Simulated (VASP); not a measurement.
All values below come from RPBE GGA, VASP's PBE PAW potentials (set 64) (plane waves; VASP 6.6.1).

Input for VASP

**POSCAR**
```
O atom
1.0
 12.0000000000   0.0000000000   0.0000000000
  0.0000000000  12.5000000000   0.0000000000
  0.0000000000   0.0000000000  13.0000000000
O
1
Cart
  0.0000000000   0.0000000000   0.0000000000
```

### INCAR
```
SYSTEM = O atom
ISYM = 0
ISPIN = 2   ! spin-polarised
SIGMA = 0.01   ! width (eV)
PREC = Normal
ENCUT = 520   ! plane-wave cut-off (eV)
LWAVE = F
LORBIT = 10
EDIFF = 1E-6   ! SCF stop (eV)
ALGO = All   ! all-band CG
GGA = RP
LCHARG = F
MAGMOM = 2
LREAL = F
ISMEAR = 0   ! Gaussian
LASPH = T
NELM = 200   ! most electronic steps
NUPDOWN = 2
```

KPOINTS:
```
Automatic mesh
0
Gamma
1 1 1
0 0 0
```

POTCAR, in this order: O (PBE.64 set). Program: vasp_gam. Read from the step before: WAVECAR.

Output

### OSZICAR
```
       N       E                     dE             d eps       ncg     rms           ort
SDA:   1    -0.169474105246E+01   -0.16947E+01    0.00000E+00     8   0.703E-02   0.000E+00
CGA:   2    -0.169691029313E+01   -0.21692E-02   -0.21757E-02     8   0.196E-02  -0.596E-04
CGA:   3    -0.169735723218E+01   -0.44694E-03   -0.44678E-03     8   0.311E-02   0.878E-05
SDA:   4    -0.184572429309E+01   -0.14837E+00   -0.14793E+00     8   0.204E+01   0.209E-02
CGA:   5    -0.193961249939E+01   -0.93888E-01   -0.39506E+00     8   0.819E-01   0.622E-01
CGA:   6    -0.197145078936E+01   -0.31838E-01   -0.31842E-01     8   0.499E-01  -0.498E-04
CGA:   7    -0.198328001763E+01   -0.11829E-01   -0.11849E-01     8   0.456E-02   0.221E-04
CGA:   8    -0.198487686975E+01   -0.15969E-02   -0.15968E-02     8   0.151E-02   0.530E-05
CGA:   9    -0.198534796555E+01   -0.47110E-03   -0.47106E-03     8   0.355E-03  -0.126E-05
CGA:  10    -0.198547390916E+01   -0.12594E-03   -0.12598E-03     8   0.689E-04  -0.222E-05
CGA:  11    -0.198549418012E+01   -0.20271E-04   -0.20244E-04     8   0.111E-04  -0.592E-06
CGA:  12    -0.198549810503E+01   -0.39249E-05   -0.39207E-05     8   0.219E-05   0.210E-06
CGA:  13    -0.198549889804E+01   -0.79301E-06   -0.78903E-06     8   0.626E-06   0.265E-06
   1 F= -.19854989E+01 E0= -.19854989E+01  d E =-.416518E-21  mag=     2.0000
```

OUTCAR:
```
------------------------ aborting loop because EDIFF is reached ----------------------------------------
  FORCE on cell =-STRESS in cart. coord.  units (eV):
  Direction    XX          YY          ZZ          XY          YZ          ZX
  --------------------------------------------------------------------------------------
  Total       -0.0254657     -0.0284868     -0.0292802     -0.0022974      0.0036124      0.0020024
  in kB       -0.0209233     -0.0234056     -0.0240575     -0.0018876      0.0029681      0.0016452
  external PRESSURE =      -0.0227955 kB  Pullay stress =       0.0000000 kB
  volume of cell :     1950.00
      direct lattice vectors                 reciprocal lattice vectors
    12.000000000  0.000000000  0.000000000     0.083333333  0.000000000  0.000000000
     0.000000000 12.500000000  0.000000000     0.000000000  0.080000000  0.000000000
     0.000000000  0.000000000 13.000000000     0.000000000  0.000000000  0.076923077
 POSITION                                       TOTAL-FORCE (eV/Angst)
 -----------------------------------------------------------------------------------
      0.00000      0.00000      0.00000        -0.000000     -0.000000     -0.000000
 -----------------------------------------------------------------------------------
    total drift:                               -0.000000     -0.000000     -0.000000
  FREE ENERGIE OF THE ION-ELECTRON SYSTEM (eV)
  ---------------------------------------------------
  free  energy   TOTEN  =        -1.9854988980 eV

  energy  without entropy=       -1.9854988980  energy(sigma->0) =       -1.98549890

 total charge

# of ion       s       p       d       tot
------------------------------------------
    1        1.628   2.930   0.000   4.557

 magnetization (x)

# of ion       s       p       d       tot
------------------------------------------
    1        0.017   1.525   0.000   1.542
```
(Selected blocks of OUTCAR.)

The atom may not be in its lowest state.

The cell is a free atom in a box.
